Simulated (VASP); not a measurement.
OSZICAR of a VASP run on SnSe (space group Pnma):

**OSZICAR**
```
       N       E                     dE             d eps       ncg     rms          rms(c)
DAV:   1     0.719944906410E+03    0.71994E+03   -0.27398E+04    96   0.153E+03
DAV:   2     0.892744325539E+02   -0.63067E+03   -0.61354E+03    96   0.461E+02
DAV:   3    -0.233436236663E+02   -0.11262E+03   -0.10693E+03   128   0.173E+02
DAV:   4    -0.290111424477E+02   -0.56675E+01   -0.56428E+01   112   0.410E+01
DAV:   5    -0.291740472360E+02   -0.16290E+00   -0.16286E+00   112   0.721E+00    0.897E+00
DAV:   6    -0.273068596374E+02    0.18672E+01   -0.44332E+00   128   0.828E+00    0.569E+00
DAV:   7    -0.273762377820E+02   -0.69378E-01   -0.14136E+00   128   0.337E+00    0.214E+00
DAV:   8    -0.273997165865E+02   -0.23479E-01   -0.12519E-01   112   0.211E+00    0.806E-01
DAV:   9    -0.274137182024E+02   -0.14002E-01   -0.31294E-02   120   0.852E-01    0.218E-01
DAV:  10    -0.274138863867E+02   -0.16818E-03   -0.18574E-03   120   0.230E-01    0.132E-01
DAV:  11    -0.274145512659E+02   -0.66488E-03   -0.90924E-04   128   0.120E-01    0.238E-02
DAV:  12    -0.274146176401E+02   -0.66374E-04   -0.10878E-04   112   0.421E-02    0.189E-02
DAV:  13    -0.274146295983E+02   -0.11958E-04   -0.16683E-05    96   0.181E-02    0.104E-02
DAV:  14    -0.274146312712E+02   -0.16728E-05   -0.49582E-06    96   0.984E-03    0.231E-03
DAV:  15    -0.274146314415E+02   -0.17036E-06   -0.86200E-07    72   0.438E-03
   1 F= -.27414631E+02 E0= -.27414631E+02  d E =-.365830E-15
```

Question: Which electronic solver shows in the log?

Answer: It is blocked Davidson (ALGO = Normal, or the opening steps of other solvers). The INCAR had ALGO = Normal.

Question: Can the final energy be trusted as converged?

Answer: The calculation finished and met its thresholds. It stopped with EDIFF = 1E-6, NELM = 100 (PBE GGA, plane waves, VASP's PBE PAW potentials (set 64)).

The structure comes from a computed database's SnSe entry; how it stands against other phases isn't given here. The cell was not relaxed at this level. The k-mesh is coarse (spacing up to 1.53 per Å, 2π included), so the numbers may not be converged in it. The run is one of a series of settings (KPOINTS 1×1×1 Γ-centred mesh against the base run), some of them coarse on purpose.
